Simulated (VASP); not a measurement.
The system is W.

```
W
1.0
    -1.60075    1.60075    1.60075
     1.60075   -1.60075    1.60075
     1.60075    1.60075   -1.60075
W
1
Direct
  0.00000 0.00000 0.00000
```

| Item | Value |
| --- | --- |
| Program | VASP 6.6.1 |
| Task | relaxation of cell and atoms |
| Functional | r2SCAN |
| Potentials or basis | VASP PAW PBE potentials, release 64 (W_sv) |
| Cutoff | 600 eV |
| k mesh | 18 × 18 × 18 |
| Occupations | gaussian, width 0.1 eV |
| Spin | no spin polarisation |

At the start: pressure -8.1 GPa; volume 16.41 Å³/atom.

Question: How do energy, volume and symmetry change on relaxing?

Answer: Over 4 steps the energy falls by 11.5 meV/atom and the volume is 15.97 Å³/atom (-2.7 %); space group Im-3m (No. 229, to 0.05 Å).

Step by step:
| step | energy change (eV) | largest force (eV/Å) | pressure (GPa) | volume (Å³) |
| --- | --- | --- | --- | --- |
| 1 | 0.0000 | 0.0000 | -8.15 | 16.41 |
| 2 | 0.1467 | 0.0000 | 37.81 | 14.50 |
| 3 | -0.0115 | 0.0000 | -0.37 | 15.99 |
| 4 | -0.0115 | 0.0000 | -0.04 | 15.97 |

Final structure:
```
W
1.0
    -1.58636    1.58636    1.58636
     1.58636   -1.58636    1.58636
     1.58636    1.58636   -1.58636
W
1
Direct
  0.00000 0.00000 0.00000
```

Caveat: the PAW data sets were made with another functional, which shifts forces and pressure a little.
